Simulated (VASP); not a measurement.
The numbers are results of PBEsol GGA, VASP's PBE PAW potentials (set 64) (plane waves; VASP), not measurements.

Input for VASP

POSCAR:
```
In
1.0
 -1.5135800741   1.5135800741   2.3980785237
  1.5135800741  -1.5135800741   2.3980785237
  1.5135800741   1.5135800741  -2.3980785237
In
1
Cart
  0.0000000000   0.0000000000   0.0000000000
```

### KPOINTS
```
Automatic mesh
0
Gamma
17 17 17
0 0 0
```

**INCAR**
```
! general
SYSTEM   =  In
PREC     =  Accurate
ENCUT    =  500   ! plane-wave cut-off (eV)
LREAL    =  .FALSE.   ! projection in real space or not
LASPH    =  .TRUE.

! electronic loop
EDIFF    =  1E-6   ! SCF stop (eV)
NELM     =  100   ! most electronic steps
ALGO     =  Normal   ! blocked Davidson
LMAXMIX  =  4

! smearing
ISMEAR   =  1   ! Methfessel-Paxton
SIGMA    =  0.1

! functional
GGA      =  PS

! ions
IBRION   =  2
NSW      =  40   ! most ionic steps
ISIF     =  3   ! ions, shape and volume
EDIFFG   =  -0.02   ! ionic stop
PSTRESS  =  200   ! kbar

! output
LWAVE    =  .FALSE.
LCHARG   =  .FALSE.
```

POTCAR, in this order: In_d (PBE.64 set). Program: vasp_std.

What VASP printed:

### OSZICAR
```
       N       E                     dE             d eps       ncg     rms          rms(c)
DAV:   1     0.683662598757E+02    0.68366E+02   -0.64899E+03  8156   0.170E+03
DAV:   2    -0.561864870669E+00   -0.68928E+02   -0.67796E+02  8242   0.285E+02
DAV:   3    -0.290157601978E+01   -0.23397E+01   -0.23313E+01  9426   0.626E+01
DAV:   4    -0.295009055274E+01   -0.48515E-01   -0.48495E-01 10194   0.869E+00
DAV:   5    -0.295212227682E+01   -0.20317E-02   -0.20317E-02 10128   0.149E+00    0.336E+00
DAV:   6    -0.290019525526E+01    0.51927E-01   -0.93886E-02  9342   0.748E+00    0.160E+00
DAV:   7    -0.288921950353E+01    0.10976E-01   -0.25304E-02 10706   0.362E+00    0.377E-01
DAV:   8    -0.288808771829E+01    0.11318E-02   -0.10873E-03  9404   0.700E-01    0.352E-02
DAV:   9    -0.288808913210E+01   -0.14138E-05   -0.17171E-05 10928   0.587E-02    0.185E-02
DAV:  10    -0.288808975967E+01   -0.62757E-06   -0.12919E-06  5228   0.235E-02
   1 F= -.14491417E+00 E0= -.14483813E+00  d E =-.144914E+00
       N       E                     dE             d eps       ncg     rms          rms(c)
DAV:   1    -0.966277367444E+01   -0.67747E+01   -0.13910E+02  9044   0.236E+02    0.230E+01
DAV:   2    -0.283361226509E+01    0.68292E+01   -0.20157E+01  9026   0.152E+02    0.506E+00
DAV:   3    -0.236913410752E+01    0.46448E+00   -0.11935E+00 12608   0.282E+01    0.444E+00
DAV:   4    -0.232020146991E+01    0.48933E-01   -0.16649E-01  9406   0.710E+00    0.657E-01
DAV:   5    -0.232017470227E+01    0.26768E-04   -0.84357E-03 11628   0.216E+00    0.465E-01
DAV:   6    -0.232124907753E+01   -0.10744E-02   -0.17174E-03  9152   0.364E-01    0.951E-02
DAV:   7    -0.232121828194E+01    0.30796E-04   -0.16163E-04  9124   0.306E-01    0.346E-02
DAV:   8    -0.232121762179E+01    0.66015E-06   -0.11971E-05  9412   0.738E-02    0.506E-03
DAV:   9    -0.232121745492E+01    0.16687E-06   -0.19104E-06  5114   0.367E-02
   2 F= -.86633670E-01 E0= -.86557189E-01  d E =0.582805E-01
       N       E                     dE             d eps       ncg     rms          rms(c)
DAV:   1    -0.474099566206E+01   -0.24198E+01   -0.58051E+01  9082   0.223E+02    0.830E+00
DAV:   2    -0.303448695823E+01    0.17065E+01   -0.34545E+00  9164   0.462E+01    0.334E+00
DAV:   3    -0.273602755477E+01    0.29846E+00   -0.10396E+00 11030   0.250E+01    0.101E+00
DAV:   4    -0.272481621821E+01    0.11211E-01   -0.33983E-02  9296   0.287E+00    0.576E-01
DAV:   5    -0.272258350431E+01    0.22327E-02   -0.30836E-03  9036   0.546E-01    0.193E-01
DAV:   6    -0.272267385575E+01   -0.90351E-04   -0.50271E-04 12106   0.537E-01    0.592E-02
DAV:   7    -0.272266872460E+01    0.51312E-05   -0.97274E-05  8984   0.188E-01    0.135E-02
DAV:   8    -0.272266717882E+01    0.15458E-05   -0.19387E-06  9314   0.176E-02    0.677E-03
DAV:   9    -0.272266725505E+01   -0.76232E-07   -0.20146E-07  4466   0.893E-03
   3 F= -.20816855E+00 E0= -.20809423E+00  d E =-.632544E-01
       N       E                     dE             d eps       ncg     rms          rms(c)
DAV:   1    -0.271859468526E+01    0.40725E-02   -0.13141E-02  9092   0.290E+00    0.143E-01
DAV:   2    -0.271812628597E+01    0.46840E-03   -0.10117E-03  9132   0.841E-01    0.484E-02
DAV:   3    -0.271806398983E+01    0.62296E-04   -0.20154E-04 10994   0.364E-01    0.177E-02
DAV:   4    -0.271806267161E+01    0.13182E-05   -0.62009E-06  8934   0.275E-02    0.655E-03
DAV:   5    -0.271806305185E+01   -0.38024E-06   -0.40201E-07  4928   0.831E-03
   4 F= -.20821171E+00 E0= -.20813916E+00  d E =-.632975E-01
       N       E                     dE             d eps       ncg     rms          rms(c)
DAV:   1    -0.271403012623E+01    0.40325E-02   -0.12525E-02  9112   0.283E+00    0.140E-01
DAV:   2    -0.271358370183E+01    0.44642E-03   -0.96319E-04  9152   0.822E-01    0.473E-02
DAV:   3    -0.271352452017E+01    0.59182E-04   -0.19199E-04 11006   0.356E-01    0.170E-02
DAV:   4    -0.271352333069E+01    0.11895E-05   -0.58679E-06  8900   0.268E-02    0.642E-03
DAV:   5    -0.271352370880E+01   -0.37811E-06   -0.38914E-07  4884   0.806E-03
   5 F= -.20819856E+00 E0= -.20812779E+00  d E =-.632844E-01
       N       E                     dE             d eps       ncg     rms          rms(c)
DAV:   1    -0.272246886228E+01   -0.89455E-02   -0.36586E-02  9118   0.474E+00    0.234E-01
DAV:   2    -0.272123251291E+01    0.12363E-02   -0.28240E-03  9148   0.136E+00    0.828E-02
DAV:   3    -0.272104515921E+01    0.18735E-03   -0.56265E-04 11290   0.601E-01    0.285E-02
DAV:   4    -0.272103134619E+01    0.13813E-04   -0.25176E-05  9082   0.741E-02    0.868E-03
DAV:   5    -0.272103058965E+01    0.75653E-06   -0.13203E-06  6474   0.210E-02
   6 F= -.20820697E+00 E0= -.20813172E+00  d E =-.841068E-05
       N       E                     dE             d eps       ncg     rms          rms(c)
DAV:   1    -0.271790058716E+01    0.31308E-02   -0.76946E-03  9124   0.216E+00    0.109E-01
DAV:   2    -0.271763579839E+01    0.26479E-03   -0.60263E-04  9146   0.631E-01    0.381E-02
DAV:   3    -0.271759724070E+01    0.38558E-04   -0.11714E-04 11326   0.275E-01    0.135E-02
DAV:   4    -0.271759631226E+01    0.92844E-06   -0.52942E-06  9042   0.338E-02
   7 F= -.20822188E+00 E0= -.20814838E+00  d E =-.233241E-04
```

**OUTCAR**
```
------------------------ aborting loop because EDIFF is reached ----------------------------------------
  FORCE on cell =-STRESS in cart. coord.  units (eV):
  Direction    XX          YY          ZZ          XY          YZ          ZX
  --------------------------------------------------------------------------------------
  Total        2.5066277      2.5066277      2.4895401      0.0000000     -0.0000000      0.0000000
  in kB      199.7810829    199.7810829    198.4191782      0.0000000     -0.0000000      0.0000000
  external PRESSURE =      -0.6728853 kB  Pullay stress =     200.0000000 kB
  volume of cell :       20.10
      direct lattice vectors                 reciprocal lattice vectors
    -1.469727098  1.469727098  2.326551449     0.000000000  0.340199212  0.214910356
     1.469727098 -1.469727098  2.326551449     0.340199212  0.000000000  0.214910356
     1.469727098  1.469727098 -2.326551449     0.340199212  0.340199212  0.000000000
 POSITION                                       TOTAL-FORCE (eV/Angst)
 -----------------------------------------------------------------------------------
      0.00000     -0.00000      0.00000         0.000000      0.000000     -0.000000
 -----------------------------------------------------------------------------------
    total drift:                               -0.000000      0.000000      0.000000
  FREE ENERGIE OF THE ION-ELECTRON SYSTEM (eV)
  ---------------------------------------------------
  free  energy   TOTEN  =        -2.7175963123 eV

  energy  without entropy=       -2.7173758067  energy(sigma->0) =       -2.71752281
  enthalpy is  TOTEN    =        -0.2082218825 eV   P V=        2.5093744298

 reached required accuracy - stopping structural energy minimisation
```
(Selected blocks of OUTCAR.)

**CONTCAR**
```
In
   1.00000000000000
    -1.4697270976985946    1.4697270976985946    2.3265514485082024
     1.4697270976985946   -1.4697270976985946    2.3265514485082024
     1.4697270976985946    1.4697270976985946   -2.3265514485082024
  In
     1
Direct
     0.0000000000000000    0.0000000000000000    0.0000000000000000
```

Energy and stress use the plane-wave basis of the starting cell.

The compound is In in the bct structure. This run relaxes it under an external pressure of 20 GPa. Symmetry was kept, so distortions that lower it aren't found.
